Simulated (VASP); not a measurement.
Input:

```
CELL_PARAMETERS angstrom
     -1.75153     2.36980     2.59514
      1.75153    -2.36980     2.59514
      1.75153     2.36980    -2.59514
ATOMIC_POSITIONS crystal
  Li 0.73907 0.23907 0.50000
  Li 0.26093 0.76093 0.50000
  C  0.86813 0.00000 0.86813
  C  0.13187 0.00000 0.13187
```

Method: LDA (Ceperley-Alder, Perdew-Zunger), VASP's LDA PAW potentials (set 64) (plane waves; VASP 6.6.1). Numerical set-up: 520 eV cut-off, Gaussian smearing of 0.050 eV, potentials Li_sv C.

**Question.** Give the energies of bands 4 to 10 at the high-symmetry points, in eV from the valence-band maximum.

**Answer.** 
```csv
band,Γ,X,F2,Y0,R,W,S,T
4,-1.99,-4.09,-3.58,-4.10,-3.05,-3.13,-4.20,-3.31
5,-1.94,-2.28,-2.21,-2.26,-2.59,-2.39,-0.92,-2.13
6,-0.38,-1.24,-2.05,-1.22,-0.96,-2.03,-0.68,-1.60
7,-0.26,-0.94,-0.69,-0.87,-0.85,0.00,-0.55,-0.28
8,3.04,7.28,6.18,7.27,3.25,4.06,5.62,3.37
9,6.52,7.89,6.93,7.79,7.47,5.92,6.19,5.54
10,8.08,7.89,7.09,7.79,8.44,10.01,8.81,10.37
```

The gap is indirect, 3.04 eV, from the valence maximum at W to the conduction minimum at Γ.

The structure comes from a computed database's LiC entry (Immm); how it stands against other phases isn't given here. It was relaxed first, which changed the volume by -6 %.
